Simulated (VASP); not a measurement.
Here is the system:

```yaml
crystal:
  lattice:
    - [0.00000, 3.12758, 3.12758]
    - [3.12758, 0.00000, 3.12758]
    - [3.12758, 3.12758, 0.00000]
  atoms:
    - { symbol: Ge, position: [0.00000, 0.00000, 0.00000] }
    - { symbol: Ti, position: [0.50000, 0.50000, 0.50000] }
    - { symbol: Ti, position: [0.25000, 0.25000, 0.25000] }
    - { symbol: Ti, position: [0.75000, 0.75000, 0.75000] }
```

Method: PBEsol GGA, VASP's PBE PAW potentials (set 64) (plane waves; VASP). Run with 400 eV cut-off, Gaussian smearing of 0.050 eV, potentials Ge_d Ti_sv.

Problem. What does the run give for the band gap (along the path) with the smallest direct gap where there is one?

Solution. 
- band gap (along the path): none (metal, semimetal or under 0.01 eV)

Total energies compare only between runs with the same potentials, cut-off and functional.

The structure was generated: Ti3Ge was put into the D03 type (Fm-3m), which need not be its known phase. It was relaxed first, which changed the volume by -24 %.
